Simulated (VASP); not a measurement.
Set up this calculation in VASP 6.6.1, as the native input.

| Quantity | Value |
| --- | --- |
| Task | single point |
| Functional | LDA |
| Potentials or basis | VASP PAW LDA potentials, release 64 (Pt, Br) |
| Cutoff | 520 eV |
| k mesh | 6 × 6 × 6 |
| Occupations | gaussian, width 0.05 eV |
| Spin | collinear spin, random start |
| Starting moments | [0.5, 0.0, 0.0] μB |
| Hubbard terms | Pt d U = 4 eV |
| Further INCAR settings | ALGO = Fast; EDIFF = 1e-07 |

The structure of PtBr2 lies in POSCAR:

```
PtBr2
1.0
    2.0275947800      1.1706323900      6.1301826500
   -2.0275947800      1.1706323900      6.1301826500
    0.0000000000     -2.3412647800      6.1301826500
Pt Br
1 2
Direct
    0.0000000000      0.0000000000      0.0000000000
    0.2520000000      0.2520000000      0.2520000000
    0.7480000000      0.7480000000      0.7480000000
```

The cell was built by a generator and needn't be a form met in nature.

The input as run:

INCAR

```
SYSTEM = PtBr2
PREC     = Accurate       ! precision mode
ENCUT    = 520            ! plane-wave cutoff, eV
EDIFF    = 1E-7           ! SCF threshold, eV
ISMEAR   = 0              ! smearing method
SIGMA    = 0.05           ! smearing width, eV
LREAL    = .False.        ! projectors in reciprocal space
LASPH    = .True.         ! aspherical terms in the spheres
NELM     = 60             ! most SCF steps
ALGO     = Fast           ! electronic algorithm
ISIF     = 2              ! what is computed and relaxed
LWAVE    = .False.        ! write WAVECAR
LCHARG   = .False.        ! write CHGCAR
ISPIN    = 2              ! spin polarisation
MAGMOM   = 0.5 0 0        ! initial moments
LORBIT   = 11             ! projections on sites
LMAXMIX  = 4              ! l up to which the mixer works
LDAU     = .True.         ! DFT+U
LDAUTYPE = 2            
LDAUL    = 2 -1           ! shell
LDAUU    = 4 0            ! U, eV
LDAUJ    = 0 0          
LDAUPRINT= 1            
GGA      = CA             ! functional
```

KPOINTS

```
Automatic mesh
0
Gamma
  6 6 6
  0 0 0
```

Potentials or basis: VASP PAW LDA potentials, release 64 (Pt, Br).

Run with:

```bash
$ cat potpaw_LDA.64/Pt/POTCAR potpaw_LDA.64/Br/POTCAR > POTCAR
$ mpirun -np 1 vasp_std > vasp.out
```

It gave:

```json
{"Pressure": "-8.6 GPa", "Largest force": "1.138 eV/Å", "Band gap on the k mesh": "0.92 eV, indirect (least direct gap 1.11 eV)", "Net moment": "2.00 μB per cell", "Site moments": "Pt +1.31; Br +0.26 μB", "Valence electrons inside the program's atomic spheres": "Pt 8.92; Br 4.76"}
```

Caveat: spin-orbit coupling is left out, which moves the levels of the heavy elements; forces of over 1 eV/Å show positions far from the minimum, so gaps and moduli don't describe the material at rest.

Wall time 4.2 min on 1 thread of Intel(R) Xeon(R) Platinum 8488C (Sapphire Rapids), with other jobs on the host, peak memory 0.34 GiB.
